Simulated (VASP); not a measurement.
VASP runs on Nb$_{3}$Pb (space group Pm-3n) share one base input (LDA (Ceperley-Alder, Perdew-Zunger), plane waves, VASP's LDA PAW potentials (set 64)) and change the settings named in each case.

INCAR:
```
ISIF = 2
PREC = Accurate
SIGMA = 0.136   ! width (eV)
NELM = 100   ! most electronic steps
LWAVE = F
ISMEAR = -1   ! Fermi-Dirac
LCHARG = F
LREAL = F   ! projection in real space or not
ENCUT = 300
LMAXMIX = 4   ! l cut-off of mixed one-centre charges
ALGO = Normal   ! blocked Davidson
EDIFF = 1E-6   ! SCF stop (eV)
LASPH = T
SYSTEM = Nb3Pb
```

File POSCAR:
```
Nb3Pb
5.3330
  1.0000000000   0.0000000000   0.0000000000
  0.0000000000   1.0000000000   0.0000000000
  0.0000000000   0.0000000000   1.0000000000
Pb Nb
2 6
Direct
  0.0000000000   0.0000000000   0.0000000000
  0.5000000000   0.5000000000   0.5000000000
  0.2500000000   0.0000000000   0.5000000000
  0.5000000000   0.7500000000   0.0000000000
  0.7500000000   0.0000000000   0.5000000000
  0.5000000000   0.2500000000   0.0000000000
  0.0000000000   0.5000000000   0.7500000000
  0.0000000000   0.5000000000   0.2500000000
```

File KPOINTS:
```
Automatic mesh
0
Gamma
4 4 4
0 0 0
```

POTCAR, in this order: Pb_d Nb_sv (LDA.64 set). Program: vasp_std.

```tsv
change	E(σ→0) (eV/atom)	pressure (GPa)	−TS (eV)
base run	-9.4415	-6.83	-0.5145
GGA = PS, POTCAR Pb_d Nb_sv (PBE.64 set)	-9.1440	?	?
GGA_COMPAT = .FALSE., LNONCOLLINEAR = .TRUE., LSORBIT = .TRUE., MAGMOM = 0.0 0.0 0.0 0.0 0.0 0.0 0.0 0.0 0.0 0.0 0.0 0.0 0.0 0.0 0.0 0.0 0.0 0.0 0.0 0.0 0.0 0.0 0.0 0.0, program vasp_ncl	-9.6431	-7.12	-0.5141
KPOINTS 7×7×7 Γ-centred mesh	-9.4391	-6.56	-0.5433
```

**Question.** Some entries are withheld; supply them.

**Answer.** 
- GGA = PS, POTCAR Pb_d Nb_sv (PBE.64 set), pressure (GPa): -3.46
- GGA = PS, POTCAR Pb_d Nb_sv (PBE.64 set), −TS (eV): -0.5115

Energies of different potentials or functionals have different zeros.  Unless said otherwise, spin-orbit coupling is left out, though it shifts the bands of the heavy elements here. At 300 eV the pressure can carry a Pulay error.

Left out are runs that ran out of time, are held back, or changed the cell or the kind of run, fixed moments of cells without a moment, rows past the twelfth, gaps on odd meshes, pressures of charged cells and columns that move by less than the noise.

The structure comes from a measured Nb3Pb entry (Pm-3n) of the Crystallography Open Database, whose conditions weren't checked. The cell was not relaxed at this level.
